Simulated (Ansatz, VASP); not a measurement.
# Cs2AgBiBr6: VASP beside Ansatz, part 3 of 3

Aim: how closely do two programs agree when they are given the same cell, functional and k mesh? The cell is taken from a series of VASP runs on this material, whose earlier steps may have relaxed, scaled or displaced it; both programs get it as it stands.

VASP 6.6.1 and Ansatz 0.2.0.

So far. Step 3 (VASP: band structure, PBE): The run ends at a pressure of 1.73 GPa, with forces up to 0.29 eV/Å. Step 5 (VASP: band structure, r2SCAN): The run ends at a pressure of 0.87 GPa, with forces up to 0.25 eV/Å.

## Step 9: VASP: band structure, LDA, DFT+U

Level of this step: LDA, DFT+U (Ag d 5 eV); plane waves and PAW (Bi_d, Cs_sv, Ag, Br) (VASP).

The same cell, functional (in two slightly different forms), mesh and smearing now go to VASP, with its own data sets and cutoff.

The input, INCAR:

```
SYSTEM = Cs2AgBiBr6
PREC = Accurate
ENCUT = 350
EDIFF = 1E-06
NELM = 100
ISMEAR = 0
SIGMA = 0.03
LREAL = .FALSE.
ALGO = Normal
GGA = CA
NBANDS = 67
LDAU = .TRUE.
LDAUTYPE = 2
LDAUL = -1 -1 2 -1
LDAUU = 0 0 5 0
LDAUJ = 0 0 0 0
LDAUPRINT = 1
LASPH = .TRUE.
LMAXMIX = 4
LORBIT = 11
LWAVE = .FALSE.
LCHARG = .FALSE.
KPAR = 8
```

The input, POSCAR:

```
Cs2AgBiBr6
1.0
    0.0000000000      5.6161000000      5.6161000000
    5.6161000000      0.0000000000      5.6161000000
    5.6161000000      5.6161000000      0.0000000000
Bi Cs Ag Br
1 2 1 6
Direct
    0.0000000000      0.0000000000      0.0000000000
    0.7500000000      0.7500000000      0.7500000000
    0.2500000000      0.2500000000      0.2500000000
    0.5000000000      0.5000000000      0.5000000000
    0.7494500000      0.7494500000      0.2505500000
    0.2505500000      0.2505500000      0.7494500000
    0.7494500000      0.2505500000      0.2505500000
    0.7494500000      0.2505500000      0.7494500000
    0.2505500000      0.7494500000      0.7494500000
    0.2505500000      0.7494500000      0.2505500000
```

The input, KPOINTS:

```
Automatic mesh
0
Gamma
4 4 4
0 0 0
```

The input, KPOINTS_OPT:

```
Line mode
8
Line-mode
Reciprocal
  0.00000000   0.00000000   0.00000000 GAMMA
  0.50000000   0.00000000   0.50000000 X

  0.50000000   0.00000000   0.50000000 X
  0.50000000   0.25000000   0.75000000 W

  0.50000000   0.25000000   0.75000000 W
  0.37500000   0.37500000   0.75000000 K

  0.37500000   0.37500000   0.75000000 K
  0.00000000   0.00000000   0.00000000 GAMMA

  0.00000000   0.00000000   0.00000000 GAMMA
  0.50000000   0.50000000   0.50000000 L

  0.50000000   0.50000000   0.50000000 L
  0.62500000   0.25000000   0.62500000 U

  0.62500000   0.25000000   0.62500000 U
  0.50000000   0.25000000   0.75000000 W

  0.50000000   0.25000000   0.75000000 W
  0.50000000   0.50000000   0.50000000 L

  0.50000000   0.50000000   0.50000000 L
  0.37500000   0.37500000   0.75000000 K

  0.62500000   0.25000000   0.62500000 U
  0.50000000   0.00000000   0.50000000 X
```

Potentials, in the order of the species: Bi_d, Cs_sv, Ag and Br (LDA family, release 64).

Started as:

```
$ mpirun -np 8 vasp_std
```

Numbers of over 12 decimals in the logs are rounded to 6 here.

Log:

```text
[banner, memory and clock lines left out]
running    8 mpi-ranks, on    1 nodes
[...]
[... a notice as in an earlier step ...]

 LDA part: xc-table for (Slater(with rela. corr.)+CA(PZ))
 , standard interpolation
 POSCAR, INCAR and KPOINTS ok, starting setup
[...]
entering main loop
       N       E                     dE             d eps       ncg     rms          rms(c)
DAV:   1     0.556373196587E+03    0.55637E+03   -0.29149E+04  1112   0.830E+02
DAV:   2     0.227896929372E+02   -0.53358E+03   -0.51086E+03  1303   0.221E+02
DAV:   3    -0.324873806828E+02   -0.55277E+02   -0.54833E+02  1304   0.827E+01
DAV:   4    -0.339564256404E+02   -0.14690E+01   -0.14661E+01  1293   0.165E+01
[...]
DAV:  11    -0.328463772062E+02   -0.34979E-04   -0.15723E-04  1408   0.495E-02    0.192E-02
DAV:  12    -0.328463688081E+02    0.83981E-05   -0.33921E-05  1376   0.266E-02    0.842E-03
DAV:  13    -0.328463692100E+02   -0.40191E-06   -0.34963E-06  1216   0.788E-03
   1 F= -.32846369E+02 E0= -.32846369E+02  d E =-.235027E-19
 Start KPOINTS_OPT (optional k-point list driver)
k-point batch [1-8\80]
       N       E                     dE             ncg
DAV:   1    -0.232270817038E+03   -0.57207E+04     1096
DAV:   2    -0.447614948902E+04   -0.42439E+04     1301
DAV:   3    -0.491208442926E+04   -0.43593E+03     1288
DAV:   4    -0.492302927841E+04   -0.10945E+02     1264
DAV:   5    -0.492333459936E+04   -0.30532E+00     1549
DAV:   6    -0.492334019683E+04   -0.55975E-02     1304
DAV:   7    -0.492334054532E+04   -0.34849E-03     1637
DAV:   8    -0.492334054995E+04   -0.46256E-05     1104
DAV:   9    -0.492334055027E+04   -0.32294E-06      848
[...]
k-point batch [73-80\80]
       N       E                     dE             ncg
DAV:   1    -0.188077042441E+03   -0.10724E+05     1104
DAV:   2    -0.447755066655E+04   -0.42895E+04     1271
DAV:   3    -0.492640463579E+04   -0.44885E+03     1336
DAV:   4    -0.493794929463E+04   -0.11545E+02     1344
DAV:   5    -0.493823644426E+04   -0.28715E+00     1456
DAV:   6    -0.493824441960E+04   -0.79753E-02     1408
DAV:   7    -0.493824490662E+04   -0.48702E-03     1616
DAV:   8    -0.493824490847E+04   -0.18560E-05     1224
DAV:   9    -0.493824490854E+04   -0.62945E-07      968
```

OUTCAR, selected parts (step 9):

```text
  Total       -3.5485395     -3.5485395     -3.5485395      0.0000000     -0.0000000     -0.0000000
  in kB      -16.0481779    -16.0481779    -16.0481779      0.0000000     -0.0000000     -0.0000000
  external PRESSURE =     -16.0481779 kB  Pullay stress =       0.0000000 kB

 POSITION                                       TOTAL-FORCE (eV/Angst)
 -----------------------------------------------------------------------------------
      0.00000      0.00000      0.00000         0.000000      0.000000      0.000000
      8.42415      8.42415      8.42415         0.000000     -0.000000     -0.000000
      2.80805      2.80805      2.80805         0.000000      0.000000      0.000000
      5.61610      5.61610      5.61610         0.000000      0.000000      0.000000
      5.61610      5.61610      8.41797         0.000000      0.000000     -0.308832
      5.61610      5.61610      2.81423         0.000000      0.000000      0.308832
      2.81423      5.61610      5.61610         0.308832      0.000000      0.000000
      5.61610      8.41797      5.61610         0.000000     -0.308832      0.000000
      8.41797      5.61610      5.61610        -0.308832      0.000000      0.000000
      5.61610      2.81423      5.61610         0.000000      0.308832      0.000000
 -----------------------------------------------------------------------------------
    total drift:                               -0.000000     -0.000000     -0.000000

  FREE ENERGIE OF THE ION-ELECTRON SYSTEM (eV)
  ---------------------------------------------------
  free  energy   TOTEN  =       -32.8463692100 eV

  energy  without entropy=      -32.8463692100  energy(sigma->0) =      -32.84636921

[... 2 parts as in an earlier step ...]

[... 1 further part left out ...]
[key lines of the parts left out:]
E-fermi :   1.1446
```

The run ends at a pressure of -1.60 GPa, with forces up to 0.31 eV/Å.

## Step 10: Differences

What differs besides the data sets and the points named for the pairs above, as far as they apply: U acts on the PAW sphere in VASP and on atomic orbitals in Ansatz, so only states and trends compare; the two LDA forms differ slightly; VASP's log shows a relativistic correction to its local exchange, Ansatz's none. Total energies have different zeros and are not compared.

Compared:

```
                     quantity  Ansatz   VASP  difference
               pressure (GPa)   -1.28  -1.60       +0.32
gap over the path points (eV)   1.440  1.493      -0.053
```

Forces (eV/Å; atoms numbered as in POSCAR):

```
atom        Ansatz x, y, z          VASP x, y, z
 Bi1   0.000, 0.000, 0.000   0.000, 0.000, 0.000
 Cs2   0.000, 0.000, 0.000   0.000, 0.000, 0.000
 Cs3   0.000, 0.000, 0.000   0.000, 0.000, 0.000
 Ag4   0.000, 0.000, 0.000   0.000, 0.000, 0.000
 Br5  0.000, 0.000, -0.205  0.000, 0.000, -0.309
 Br6   0.000, 0.000, 0.205   0.000, 0.000, 0.309
 Br7   0.205, 0.000, 0.000   0.309, 0.000, 0.000
 Br8  0.000, -0.205, 0.000  0.000, -0.309, 0.000
 Br9  -0.205, 0.000, 0.000  -0.309, 0.000, 0.000
Br10   0.000, 0.205, 0.000   0.000, 0.309, 0.000
```

Levels at points of the path, from each program's valence-band top (eV; 4 filled, then empty):

```
k (reciprocal lattice)                                  Ansatz                                    VASP
     0.000 0.000 0.000  -0.86 -0.86 -0.84 -0.84 2.49 2.49 2.49  -0.87 -0.87 -0.83 -0.83 2.50 2.50 2.50
     0.143 0.000 0.143  -0.98 -0.98 -0.86 -0.84 2.61 2.61 2.67  -1.00 -1.00 -0.88 -0.83 2.62 2.62 2.68
     0.357 0.000 0.357  -1.39 -0.87 -0.85 -0.41 2.94 2.94 3.12  -1.41 -0.89 -0.83 -0.40 2.95 2.95 3.14
     0.500 0.000 0.500   -1.45 -0.87 -0.85 0.00 3.02 3.02 3.40   -1.47 -0.89 -0.83 0.00 3.03 3.03 3.41
     0.500 0.071 0.571  -1.42 -0.91 -0.90 -0.02 2.97 3.04 3.39  -1.44 -0.92 -0.90 -0.02 2.99 3.06 3.40
     0.500 0.179 0.679  -1.26 -1.17 -1.02 -0.08 2.85 3.15 3.31  -1.28 -1.16 -1.04 -0.08 2.87 3.15 3.32
     0.500 0.250 0.750  -1.27 -1.14 -1.14 -0.10 2.82 3.23 3.23  -1.27 -1.15 -1.15 -0.09 2.85 3.24 3.24
     0.446 0.304 0.750  -1.23 -1.23 -1.03 -0.13 2.67 3.28 3.35  -1.25 -1.23 -1.05 -0.12 2.70 3.29 3.35
     0.411 0.339 0.750  -1.28 -1.20 -0.97 -0.16 2.56 3.30 3.46  -1.30 -1.19 -0.98 -0.16 2.59 3.31 3.46
     0.375 0.375 0.750  -1.31 -1.18 -0.94 -0.18 2.52 3.31 3.51  -1.33 -1.18 -0.95 -0.17 2.55 3.32 3.50
```

The forces differ by 47 meV/Å r.m.s., which is 33.7 % of the r.m.s. force of 0.14 eV/Å (both taken over all components). Among the levels compared at these points, filled levels agree within 19 meV and empty ones within 53 meV.

## Step 11: Results

```json
{
 "difference in gap over the path points (band structure, PBE)": "-0.0017 eV",
 "difference in gap over the path points (band structure, r2SCAN)": "0.020 eV",
 "difference in gap over the path points (band structure, LDA, DFT+U)": "-0.053 eV",
 "r.m.s. force difference (band structure, LDA, DFT+U)": "47 meV/Å"
}
```

What this shows: The r.m.s. force difference is 47 meV/Å (band structure, LDA, DFT+U). 1 further run of this series is not shown here. How closely two codes agree says nothing of how well the functional describes the real material.

[Lines on the potential files, build, host, timing and source positions are cut from VASP's logs without a mark.]

[Logs are printed without paths, hosts, clocks, repeated set-up lines and the standing remarks that a program may print on its own settings, such as how far it seeks lower states.]

[Hosts, paths, dates, database ids (printed as entryN), source tags and the programs' standing remarks are cut or masked in the printed files.]
